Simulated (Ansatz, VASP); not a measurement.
# Cross-check of Zn between VASP and Ansatz, part 2 of 2

Wanted: the spread between two codes on one cell, functional and k mesh. The cell is taken from a series of runs on this material, whose earlier steps may have relaxed, scaled, displaced or heated it; both programs get it as it stands.

VASP 6.6.1 and Ansatz 0.2.0.

So far: The starting structure; Ansatz: zone-centre phonons, LDA.

**3. VASP: zone-centre phonons, LDA**

Level of this step: LDA; plane waves and PAW (Zn) (VASP).

The same cell, functional (in two slightly different forms), mesh and smearing now go to VASP, with its own data sets.

Lines of VASP's logs that name or quote its potential files are left out, and so is its time.

INCAR

```
SYSTEM = Zn
PREC = Accurate
ENCUT = 500
EDIFF = 1E-08
NELM = 120
ISMEAR = 1
SIGMA = 0.2
LREAL = .FALSE.
ALGO = Normal
GGA = PW92
NBANDS = 30
LORBIT = 11
LWAVE = .FALSE.
LCHARG = .FALSE.
ISIF = 2
IBRION = 8
LASPH = .TRUE.
GGA_COMPAT = .FALSE.
NELMDL = -8
KPAR = 2
```

POSCAR

```
Zn
1.0
    2.5379448995      0.0000000000      0.0000000000
   -1.2689724498      2.1979247564      0.0000000000
    0.0000000000      0.0000000000     38.6500371000
Zn
4
Direct
    0.3333333334      0.6666666668      0.1725189696
    0.6666666668      0.3333333334      0.2341586604
    0.3333333334      0.6666666668      0.2943013757
    0.6666666668      0.3333333334      0.3559410665
```

KPOINTS

```
Automatic mesh
0
Gamma
18 18 1
0 0 0
```

Potentials, in the order of the species: Zn (LDA family, release 64).

Started as:

```bash
$ mpirun -np 2 vasp_std
```

Numbers of over 12 decimals in the logs are rounded to 6 here.

What it wrote:

```text
[banner, memory and clock lines left out]
running    2 mpi-ranks, on    1 nodes
 distrk:  each k-point on    1 cores,    2 groups
 distr:  one band on    1 cores,    1 groups

 POSCAR found type information on POSCAR Zn
 POSCAR found :  1 types and       4 ions
|                                                                             |
|               ----> ADVICE to this user running VASP <----                  |
|                                                                             |
|     You enforced a specific xc type in the INCAR file but a different       |
|     [... a line on the potential file left out ...]
|     I HOPE YOU KNOW WHAT YOU ARE DOING!                                     |
|                                                                             |

 LDA part: xc-table for (Slater(with rela. corr.)+PW92), standard interpolation
 POSCAR, INCAR and KPOINTS ok, starting setup
 FFT: planning ... GRIDC
 FFT: planning ... GRID_SOFT
 FFT: planning ... GRID
 WAVECAR not read
 entering main loop
       N       E                     dE             d eps       ncg     rms          rms(c)
DAV:   1     0.275836087996E+03    0.27584E+03   -0.22280E+04  2252   0.160E+03
DAV:   2     0.123561781317E+02   -0.26348E+03   -0.25797E+03  2336   0.357E+02
DAV:   3    -0.749729400367E+01   -0.19853E+02   -0.19762E+02  2474   0.123E+02
DAV:   4    -0.778312054560E+01   -0.28583E+00   -0.28564E+00  2612   0.148E+01
DAV:   5    -0.778604775375E+01   -0.29272E-02   -0.29271E-02  2642   0.114E+00
DAV:   6    -0.778611415389E+01   -0.66400E-04   -0.66392E-04  2582   0.154E-01
DAV:   7    -0.778611692460E+01   -0.27707E-05   -0.27706E-05  2636   0.228E-02
DAV:   8    -0.778611708448E+01   -0.15989E-06   -0.15963E-06  2644   0.405E-03    0.714E+00
DAV:   9    -0.720460421036E+01    0.58151E+00   -0.27479E+00  2472   0.297E+01    0.497E+00
DAV:  10    -0.716132812164E+01    0.43276E-01   -0.18871E-01  2564   0.101E+01    0.247E+00
DAV:  11    -0.714314290062E+01    0.18185E-01   -0.58317E-02  2494   0.104E+01    0.422E-01
DAV:  12    -0.714153823339E+01    0.16047E-02   -0.15511E-02  2594   0.430E+00    0.110E-01
DAV:  13    -0.714202352424E+01   -0.48529E-03   -0.76355E-03  2446   0.149E+00    0.111E-01
DAV:  14    -0.714206687712E+01   -0.43353E-04   -0.33054E-03  2502   0.134E+00    0.401E-02
[...]
DAV:  23    -0.714224699568E+01   -0.18090E-05   -0.62793E-08  1788   0.319E-03    0.187E-04
DAV:  24    -0.714224792353E+01   -0.92784E-06   -0.30040E-08  1642   0.178E-03    0.242E-04
DAV:  25    -0.714224820560E+01   -0.28208E-06   -0.99038E-09  1578   0.142E-03    0.864E-05
DAV:  26    -0.714224847895E+01   -0.27335E-06   -0.61191E-09  1368   0.537E-04    0.464E-05
DAV:  27    -0.714224855523E+01   -0.76276E-07   -0.95860E-10  1476   0.289E-04    0.289E-05
DAV:  28    -0.714224859176E+01   -0.36530E-07   -0.16552E-10  1386   0.209E-04    0.148E-05
DAV:  29    -0.714224862942E+01   -0.37664E-07   -0.24135E-10  1368   0.850E-05    0.173E-05
DAV:  30    -0.714224863861E+01   -0.91868E-08    0.98207E-11  1374   0.902E-05
   1 F= -.71422486E+01 E0= -.71423969E+01  d E =0.444732E-03
 Linear response reoptimize wavefunctions to high precision
DAV:   1    -0.714224864311E+01   -0.45011E-08    0.12305E-10  1398   0.253E-05
DAV:   2    -0.714224864318E+01   -0.72760E-10    0.13010E-10  1350   0.929E-06
 Linear response DOF=           4
 Linear response progress:
  Degree of freedom:   1/  4
       N       E                     dE             d eps       ncg     rms          rms(c)
RMM:   1    -0.199990312511E+00   -0.19999E+00   -0.66344E-03 14147   0.147E+00
RMM:   2    -0.199965055659E+00    0.25257E-04   -0.11214E-03 12542   0.251E-01    0.585E-02
RMM:   3    -0.199566439307E+00    0.39862E-03   -0.78744E-05 15697   0.481E-02    0.331E-02
RMM:   4    -0.199170948376E+00    0.39549E-03   -0.71458E-05 15995   0.438E-02    0.288E-03
RMM:   5    -0.199182672595E+00   -0.11724E-04   -0.13118E-06 14745   0.515E-03    0.171E-03
RMM:   6    -0.199184807680E+00   -0.21351E-05   -0.19063E-07 15576   0.201E-03    0.900E-04
RMM:   7    -0.199184821060E+00   -0.13380E-07   -0.14322E-08 13866   0.110E-03    0.117E-04
RMM:   8    -0.199185020257E+00   -0.19920E-06    0.69960E-09 17040   0.291E-04    0.469E-05
RMM:   9    -0.199184407354E+00    0.61290E-06    0.13159E-08 15923   0.827E-05    0.117E-05
RMM:  10    -0.199184388755E+00    0.18599E-07    0.86105E-09 14174   0.375E-05    0.249E-06
RMM:  11    -0.199184403033E+00   -0.14279E-07   -0.15184E-10 16310   0.211E-05    0.172E-06
RMM:  12    -0.199184417253E+00   -0.14219E-07   -0.11227E-09 14316   0.176E-05    0.229E-07
RMM:  13    -0.199184414839E+00    0.24137E-08    0.11364E-09 11818   0.163E-05    0.105E-07
 first order change of Fermi-energy   0.10626E-04
 force on displaced ion       1 direction 1 :  -0.454  -0.000   0.000
 Linear response progress:
  Degree of freedom:   2/  4
       N       E                     dE             d eps       ncg     rms          rms(c)
RMM:   1    -0.244026443904E+00   -0.24403E+00   -0.20044E-02  3318   0.171E+00
RMM:   2    -0.241869748853E+00    0.21567E-02   -0.19452E-03  2783   0.438E-01    0.719E-02
RMM:   3    -0.241876893739E+00   -0.71449E-05   -0.20288E-04  3148   0.865E-02    0.439E-02
RMM:   4    -0.241925942789E+00   -0.49049E-04   -0.24042E-05  3611   0.379E-02    0.201E-02
RMM:   5    -0.241887504044E+00    0.38439E-04   -0.11723E-05  3291   0.238E-02    0.801E-03
RMM:   6    -0.241886555659E+00    0.94839E-06   -0.32678E-06  3068   0.138E-02    0.172E-03
RMM:   7    -0.241890176063E+00   -0.36204E-05   -0.74501E-07  3782   0.330E-03    0.711E-04
RMM:   8    -0.241893180814E+00   -0.30048E-05    0.12555E-07  3238   0.113E-03    0.317E-04
RMM:   9    -0.241895004573E+00   -0.18238E-05   -0.57627E-08  3466   0.547E-04    0.176E-04
RMM:  10    -0.241895966390E+00   -0.96182E-06   -0.60339E-10  3091   0.330E-04    0.118E-04
RMM:  11    -0.241897919298E+00   -0.19529E-05   -0.65206E-09  3165   0.354E-04    0.734E-05
RMM:  12    -0.241899077717E+00   -0.11584E-05   -0.13415E-08  3477   0.168E-04    0.369E-05
RMM:  13    -0.241899485216E+00   -0.40750E-06   -0.65726E-09  3415   0.784E-05    0.249E-05
RMM:  14    -0.241899706504E+00   -0.22129E-06   -0.90636E-09  3361   0.685E-05    0.141E-05
RMM:  15    -0.241899749583E+00   -0.43079E-07    0.77912E-11  3303   0.602E-05    0.751E-06
RMM:  16    -0.241899751926E+00   -0.23430E-08   -0.19567E-09  3451   0.345E-05    0.441E-06
 first order change of Fermi-energy  -0.94573E+00
 force on displaced ion       1 direction 3 :  -0.000  -0.000  -1.725
 Linear response progress:
  Degree of freedom:   3/  4
       N       E                     dE             d eps       ncg     rms          rms(c)
RMM:   1    -0.200412360235E+00   -0.20041E+00    0.15070E-03 14351   0.156E+00
RMM:   2    -0.199874010795E+00    0.53835E-03   -0.11389E-03 12165   0.317E-01    0.526E-02
RMM:   3    -0.199545808572E+00    0.32820E-03   -0.81365E-05 15872   0.527E-02    0.301E-02
RMM:   4    -0.199220990566E+00    0.32482E-03   -0.72437E-05 16132   0.452E-02    0.309E-03
RMM:   5    -0.199237941066E+00   -0.16951E-04   -0.16258E-06 16236   0.533E-03    0.166E-03
RMM:   6    -0.199243093392E+00   -0.51523E-05   -0.22235E-07 15310   0.165E-03    0.471E-04
RMM:   7    -0.199243324253E+00   -0.23086E-06   -0.50567E-08 13919   0.793E-04    0.148E-04
RMM:   8    -0.199243523487E+00   -0.19923E-06   -0.11123E-08 16268   0.245E-04    0.456E-05
RMM:   9    -0.199243127987E+00    0.39550E-06   -0.16848E-08 16970   0.833E-05    0.655E-06
RMM:  10    -0.199243124324E+00    0.36633E-08   -0.58075E-09 13972   0.333E-05    0.235E-06
 first order change of Fermi-energy   0.17874E-04
 force on displaced ion       2 direction 1 :  -0.878   0.000  -0.000
 Linear response progress:
  Degree of freedom:   4/  4
       N       E                     dE             d eps       ncg     rms          rms(c)
RMM:   1    -0.245986254243E+00   -0.24599E+00   -0.85278E-04  3532   0.181E+00
RMM:   2    -0.241841400340E+00    0.41449E-02   -0.25745E-03  2759   0.571E-01    0.772E-02
RMM:   3    -0.241844684529E+00   -0.32842E-05   -0.28515E-04  3213   0.105E-01    0.482E-02
RMM:   4    -0.241839491768E+00    0.51928E-05   -0.48777E-05  3489   0.543E-02    0.217E-02
RMM:   5    -0.241818795401E+00    0.20696E-04   -0.18433E-05  3176   0.282E-02    0.109E-02
RMM:   6    -0.241808144468E+00    0.10651E-04   -0.54596E-06  3001   0.181E-02    0.181E-03
RMM:   7    -0.241809882534E+00   -0.17381E-05   -0.76297E-07  3738   0.399E-03    0.833E-04
RMM:   8    -0.241811202391E+00   -0.13199E-05    0.11485E-07  3101   0.141E-03    0.306E-04
RMM:   9    -0.241811694346E+00   -0.49195E-06    0.32485E-08  3508   0.598E-04    0.126E-04
RMM:  10    -0.241811341682E+00    0.35266E-06   -0.11214E-08  3124   0.230E-04    0.738E-05
RMM:  11    -0.241810822601E+00    0.51908E-06   -0.24423E-09  3655   0.122E-04    0.395E-05
RMM:  12    -0.241810707252E+00    0.11535E-06    0.11354E-08  3109   0.113E-04    0.264E-05
RMM:  13    -0.241810758473E+00   -0.51221E-07    0.16335E-10  3431   0.780E-05    0.114E-05
RMM:  14    -0.241810827833E+00   -0.69360E-07   -0.16095E-09  3662   0.384E-05    0.702E-06
RMM:  15    -0.241810803234E+00    0.24599E-07   -0.95696E-10  3541   0.367E-05    0.345E-06
RMM:  16    -0.241810789386E+00    0.13849E-07   -0.27519E-10  3598   0.225E-05    0.238E-06
RMM:  17    -0.241810788368E+00    0.10174E-08    0.38609E-10  3285   0.209E-05    0.109E-06
 first order change of Fermi-energy   0.46459E+00
 force on displaced ion       2 direction 3 :   0.000   0.000  -3.770
 Linear response finished
```

OUTCAR, selected parts (step 3):

```text
ion  position               nearest neighbor table
   1  0.333  0.667  0.173-   2 2.80   2 2.80   2 2.80
   2  0.667  0.333  0.234-   3 2.75   3 2.75   3 2.75   1 2.80   1 2.80   1 2.80
   3  0.333  0.667  0.294-   2 2.75   2 2.75   2 2.75   4 2.80   4 2.80   4 2.80
   4  0.667  0.333  0.356-   3 2.80   3 2.80   3 2.80

  LATTYP: Found a hexagonal cell.
 ALAT       =     2.5379448995
 C/A-ratio  =    15.2288716385

 Subroutine GETGRP returns: Found 12 space group operations
 (whereof  6 operations were pure point group operations)

The static configuration has the point symmetry C_3v.
 The point group associated with its full space group is D_3d.

 Found     37 irreducible k-points:

   k-points           NKPTS =     37   k-points in BZ     NKDIM =     37   number of bands    NBANDS=     30

   dimension x,y,z NGX =    20 NGY =   20 NGZ =  288
   dimension x,y,z NGXF=    40 NGYF=   40 NGZF=  576

   ENCUT  =  500.0 eV  36.75 Ry    6.06 a.u.   4.63  4.63 70.47*2*pi/ulx,y,z

   NELECT =      48.0000    total number of electrons

 k-points in reciprocal lattice and weights: Automatic mesh
   0.00000000  0.00000000  0.00000000       0.003
   0.05555556 -0.00000000  0.00000000       0.019
   0.11111111 -0.00000000  0.00000000       0.019
   0.16666667 -0.00000000  0.00000000       0.019
   0.22222222 -0.00000000  0.00000000       0.019
   0.27777778  0.00000000  0.00000000       0.019
   0.33333333 -0.00000000  0.00000000       0.019
   0.38888889  0.00000000  0.00000000       0.019
   0.44444444 -0.00000000  0.00000000       0.019
[...]
0.33333333  0.27777778  0.00000000       0.037
   0.33333333  0.33333333  0.00000000       0.006

 average (electrostatic) potential at core
       1 -43.2758       2 -43.6210       3 -43.6210       4 -43.2757

  Total        0.2864489      0.2864489      0.1315110     -0.0000000      0.0000000     -0.0000000
  in kB        2.1286916      2.1286916      0.9772999     -0.0000000      0.0000000     -0.0000000
  external PRESSURE =       1.7448944 kB  Pullay stress =       0.0000000 kB

  energy-cutoff  :      500.00
  volume of cell :      215.60
      direct lattice vectors                 reciprocal lattice vectors
     2.537944899  0.000000000  0.000000000     0.394019587  0.227487314  0.000000000
    -1.268972450  2.197924756  0.000000000     0.000000000  0.454974629  0.000000000
     0.000000000  0.000000000 38.650037100     0.000000000  0.000000000  0.025873196

 POSITION                                       TOTAL-FORCE (eV/Angst)
 -----------------------------------------------------------------------------------
     -0.00000      1.46528      6.66786         0.000000     -0.000000     -0.018465
      1.26897      0.73264      9.05024         0.000000      0.000000     -0.002531
     -0.00000      1.46528     11.37476        -0.000000     -0.000000      0.002531
      1.26897      0.73264     13.75714         0.000000      0.000000      0.018465
 -----------------------------------------------------------------------------------
    total drift:                               -0.000000     -0.000000      0.000486

 Eigenvectors and eigenvalues of the dynamical matrix
 ----------------------------------------------------

   1 f  =    4.851630 THz    30.483692 2PiTHz  161.832966 cm-1    20.064721 meV
             X         Y         Z           dx          dy          dz
     -0.000000  1.465283  6.667865     0.000000    0.000000   -0.216305
      1.268972  0.732642  9.050241     0.000000    0.000000    0.673210
     -0.000000  1.465283 11.374759     0.000000   -0.000000   -0.673210
      1.268972  0.732642 13.757135    -0.000000    0.000000    0.216305

   2 f  =    3.522232 THz    22.130836 2PiTHz  117.489013 cm-1    14.566775 meV
             X         Y         Z           dx          dy          dz
     -0.000000  1.465283  6.667865     0.000000   -0.000000   -0.493268
      1.268972  0.732642  9.050241    -0.000000    0.000000    0.506643
     -0.000000  1.465283 11.374759     0.000000    0.000000    0.506643
      1.268972  0.732642 13.757135    -0.000000   -0.000000   -0.493268

   3 f  =    2.329214 THz    14.634884 2PiTHz   77.694218 cm-1     9.632851 meV
             X         Y         Z           dx          dy          dz
     -0.000000  1.465283  6.667865     0.122525   -0.208519    0.000000
      1.268972  0.732642  9.050241    -0.336623    0.572881    0.000000
     -0.000000  1.465283 11.374759     0.336623   -0.572881   -0.000000
      1.268972  0.732642 13.757135    -0.122525    0.208519   -0.000000

   4 f  =    2.329214 THz    14.634884 2PiTHz   77.694218 cm-1     9.632851 meV
             X         Y         Z           dx          dy          dz
     -0.000000  1.465283  6.667865     0.208519    0.122525   -0.000000
      1.268972  0.732642  9.050241    -0.572881   -0.336623   -0.000000
     -0.000000  1.465283 11.374759     0.572881    0.336623    0.000000
      1.268972  0.732642 13.757135    -0.208519   -0.122525    0.000000

   5 f  =    2.266039 THz    14.237944 2PiTHz   75.586932 cm-1     9.371581 meV
             X         Y         Z           dx          dy          dz
     -0.000000  1.465283  6.667865     0.000000   -0.000000   -0.673210
      1.268972  0.732642  9.050241    -0.000000    0.000000   -0.216305
     -0.000000  1.465283 11.374759     0.000000   -0.000000    0.216305
      1.268972  0.732642 13.757135     0.000000   -0.000000    0.673210

   6 f  =    1.819187 THz    11.430288 2PiTHz   60.681540 cm-1     7.523549 meV
             X         Y         Z           dx          dy          dz
     -0.000000  1.465283  6.667865    -0.255284    0.434443   -0.000000
      1.268972  0.732642  9.050241     0.251321   -0.427699   -0.000000
     -0.000000  1.465283 11.374759     0.251321   -0.427699   -0.000000
      1.268972  0.732642 13.757135    -0.255284    0.434443    0.000000

   7 f  =    1.819187 THz    11.430288 2PiTHz   60.681540 cm-1     7.523549 meV
             X         Y         Z           dx          dy          dz
     -0.000000  1.465283  6.667865     0.434443    0.255284   -0.000000
      1.268972  0.732642  9.050241    -0.427699   -0.251321   -0.000000
     -0.000000  1.465283 11.374759    -0.427699   -0.251321   -0.000000
      1.268972  0.732642 13.757135     0.434443    0.255284   -0.000000

   8 f  =    1.105384 THz     6.945332 2PiTHz   36.871637 cm-1     4.571498 meV
             X         Y         Z           dx          dy          dz
     -0.000000  1.465283  6.667865     0.336621   -0.572882   -0.000000
      1.268972  0.732642  9.050241     0.122524   -0.208519   -0.000000
     -0.000000  1.465283 11.374759    -0.122524    0.208519   -0.000000
      1.268972  0.732642 13.757135    -0.336621    0.572882   -0.000000

   9 f  =    1.105384 THz     6.945332 2PiTHz   36.871637 cm-1     4.571498 meV
             X         Y         Z           dx          dy          dz
     -0.000000  1.465283  6.667865     0.572882    0.336621    0.000000
      1.268972  0.732642  9.050241     0.208519    0.122524    0.000000
     -0.000000  1.465283 11.374759    -0.208519   -0.122524    0.000000
      1.268972  0.732642 13.757135    -0.572882   -0.336621    0.000000

  10 f/i=    0.014230 THz     0.089411 2PiTHz    0.474669 cm-1     0.058851 meV
             X         Y         Z           dx          dy          dz
     -0.000000  1.465283  6.667865    -0.419685   -0.264488    0.000000
      1.268972  0.732642  9.050241    -0.426302   -0.268658    0.000000
     -0.000000  1.465283 11.374759    -0.426302   -0.268658    0.000000
      1.268972  0.732642 13.757135    -0.419685   -0.264488    0.000000

  11 f/i=    0.014230 THz     0.089411 2PiTHz    0.474669 cm-1     0.058851 meV
             X         Y         Z           dx          dy          dz
     -0.000000  1.465283  6.667865     0.264488   -0.419685    0.000000
      1.268972  0.732642  9.050241     0.268658   -0.426302    0.000000
     -0.000000  1.465283 11.374759     0.268658   -0.426302    0.000000
      1.268972  0.732642 13.757135     0.264488   -0.419685    0.000000

  12 f/i=    0.047114 THz     0.296027 2PiTHz    1.571560 cm-1     0.194849 meV
             X         Y         Z           dx          dy          dz
     -0.000000  1.465283  6.667865     0.000000    0.000000    0.506643
      1.268972  0.732642  9.050241     0.000000    0.000000    0.493268
     -0.000000  1.465283 11.374759     0.000000    0.000000    0.493268
      1.268972  0.732642 13.757135     0.000000    0.000000    0.506643

 ELASTIC MODULI CONTR FROM IONIC RELAXATION (kBar)
 Direction    XX          YY          ZZ          XY          YZ          ZX
 --------------------------------------------------------------------------------
 XX         -22.2992    -21.8036    -82.5567      0.0000      3.8067     -0.0000
 YY         -21.8036    -22.2992    -82.5567      0.0000     -3.8067      0.0000
 ZZ         -82.5567    -82.5567   -316.5881      0.0000      0.0000     -0.0000
 XY           0.0000      0.0000      0.0000     -0.2478      0.0000      4.2451
 YZ           3.8067     -3.8067      0.0000      0.0000    -91.6489      0.0000
 ZX          -0.0000      0.0000     -0.0000      4.2451      0.0000   -111.3068
 --------------------------------------------------------------------------------
```

**4. Comparison**

Known differences besides the potentials themselves: Ansatz cuts the interaction across the vacuum, VASP repeats the sheet without a dipole correction; the cutoff is 420 eV in Ansatz and 500 eV in VASP; VASP's log shows a relativistic correction to its local exchange, Ansatz's none. Total energies have different zeros and are not compared.

The two programs side by side:

```csv
quantity,Ansatz,VASP,difference
optical mode 1 to 2 (cm⁻¹),39.1,36.9,+2.3
optical mode 3 to 4 (cm⁻¹),62.4,60.7,+2.82 %
optical mode 5 (cm⁻¹),76.4,75.6,+1.13 %
optical mode 6 to 7 (cm⁻¹),79.1,77.7,+1.84 %
optical mode 8 (cm⁻¹),115.7,117.5,-1.49 %
optical mode 9 (cm⁻¹),159.0,161.8,-1.74 %
```

Modes are paired by rising frequency, not by their patterns, so a pair may set unlike modes beside each other; they are those without the splitting of longitudinal modes. Where the cell holds vacuum, a pressure given here is an average over it and none of the material.

**5. Outcome**

| Item | Value |
| --- | --- |
| r.m.s. difference of the optical zone-centre modes, each program's sorted by frequency (zone-centre phonons, LDA) | 1.9 cm⁻¹ |
| difference in optical mode 3 to 4 (zone-centre phonons, LDA) | +2.8 % |

**Reading.** The r.m.s. difference of the optical zone-centre modes, each program's sorted by frequency is 1.9 cm⁻¹ (zone-centre phonons, LDA). Among the rows given in per cent, the largest difference of the zone-centre phonons, LDA pair is in optical mode 3 to 4, +2.8 %. Such differences can come from data sets, numerical settings and the points named under the comparisons, not from the functional's error against experiment.

[Lines on the potential files, build, host, timing and source positions are cut from VASP's logs without a mark.]

[Logs are printed without paths, hosts, clocks, repeated set-up lines and the standing remarks that a program may print on its own settings, such as how far it seeks lower states.]

[Hosts, paths, dates, database ids (printed as entryN), source tags and the programs' standing remarks are cut or masked in the printed files.]
